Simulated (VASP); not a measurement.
Ca2FeO3: relaxation of cell and atoms with PBE

Crystal: Ca2FeO3.

```xyz
6
Lattice="5.2561 0.0000 0.0000 -2.6280 4.5519 0.0000 0.0000 0.0000 4.3123" Properties=species:S:1:pos:R:3 pbc="T T T"
Ca    2.6280    1.5173    0.0000
Ca    0.0000    3.0346    2.1562
Fe    0.0000    0.0000    2.1562
O     1.7689    2.0133    2.1562
O     2.6280    0.5253    2.1562
O     3.4872    2.0133    2.1562
```

The cell was built by a generator and needn't be a form met in nature.

```
Program                : VASP 6.6.1
Task                   : relaxation of cell and atoms
Functional             : PBE
Potentials or basis    : VASP PAW PBE potentials, release 64 (Ca_sv, Fe, O)
Cutoff                 : 520 eV
k mesh                 : 3 × 3 × 3
Occupations            : gaussian, width 0.15 eV
Spin                   : collinear spin, ferromagnetic start
Starting moments       : [0.0, 0.0, 3.0, 0.0, 0.0, 0.0] μB
Further INCAR settings : PREC = Normal; ALGO = Fast; EDIFF = 0.0001; IBRION = 2; EDIFFG = -0.08; NSW = 24; ISIF = 3
```

```
Relaxed volume                                        : 19.04 Å³/atom
Relaxed cell                                          : a = 6.155 Å, b = 6.155 Å, c = 3.483 Å, α = 90.00°, β = 90.00°, γ = 120.00°
Space group after relaxing (to 0.05 Å)                : P-6m2 (No. 187)
Energy gained by relaxing                             : 868.7 meV/atom
Ionic steps                                           : 10
Pressure after relaxing                               : 0.3 GPa
Largest force after relaxing                          : 0.013 eV/Å
Band gap on the k mesh                                : none (metal or under the smearing width)
Net moment                                            : 3.76 μB per cell
Site moments                                          : Ca -0.00, -0.01; Fe +3.47; O +0.04 μB
Valence electrons inside the program's atomic spheres : Ca 8.23, 8.44; Fe 6.35; O 4.95
```

Forces on the atoms (eV/Å):
```
Ca   0.000  0.000  0.000
Ca   0.000  0.000  0.000
Fe   0.000  0.000  0.000
O    0.011 -0.007  0.000
O    0.000  0.013  0.000
O   -0.011 -0.007  0.000
```

Stress tensor (GPa, compression positive):
```
 0.65  0.00  0.00
 0.00  0.65  0.00
 0.00  0.00 -0.53
```

The path:
```
step  energy change (eV)  largest force (eV/Å)  pressure (GPa)  volume (Å³)
   1              0.0000                6.4997           17.26       103.17
   2             -3.8329                1.9019           -2.55       132.31
   3             -3.8851                1.2205           -1.02       127.46
   4             -3.8855                1.4520           -1.70       128.97
   5             -4.8313                0.3776           -5.76       128.78
   6             -4.8725                0.6315           -5.94       128.56
   7             -5.1982                0.4531            0.21       114.26
   8             -5.1985                0.4513            0.14       114.02
   9             -5.2117                0.0681            0.29       114.29
  10             -5.2121                0.0132            0.25       114.26
```

Final structure:
```
Ca Fe O
1.0
     6.15464    0.00000    0.00000
    -3.07732    5.33008    0.00000
     0.00000    0.00000    3.48301
Ca Fe O
2 1 3
Cartesian
  3.0773 1.7767 0.0000
  0.0000 3.5534 1.7415
  0.0000 0.0000 1.7415
  1.7721 2.5303 1.7415
  3.0773 0.2696 1.7415
  4.3825 2.5303 1.7415
```

Levels at points of the mesh, in eV from the Fermi level:
Spin up:
```
           k point  band 23  band 24  band 25  band 26  band 27  band 28
(0.00, 0.00, 0.00)    -0.61    -0.37    -0.22    -0.22     3.30     4.80
```
Spin down:
```
           k point  band 17  band 18  band 19  band 20  band 21  band 22  band 23  band 24  band 25  band 26
(0.00, 0.00, 0.00)    -1.10    -0.54    -0.28    -0.28    -0.16     0.05     0.05     0.13     0.27     0.27
```

Wall time 5.2 min on 1 thread of Intel(R) Xeon(R) Platinum 8488C (Sapphire Rapids), with other jobs on the host, peak memory 0.2 GiB.

Caveat: the k mesh is coarse (spacing up to 0.49 Å⁻¹), so the values aren't converged; a cell with one magnetic atom can't hold antiferromagnetic order, which such compounds often take; semilocal functionals often make such compounds metallic where correlation or magnetic order opens a gap, which also shifts bond lengths; the relaxation stopped at a loose force limit of 0.08 eV/Å, so its end isn't a converged minimum. With open d or f shells a metallic result of PBE can be an artefact of self-interaction; +U or a hybrid may open a gap.
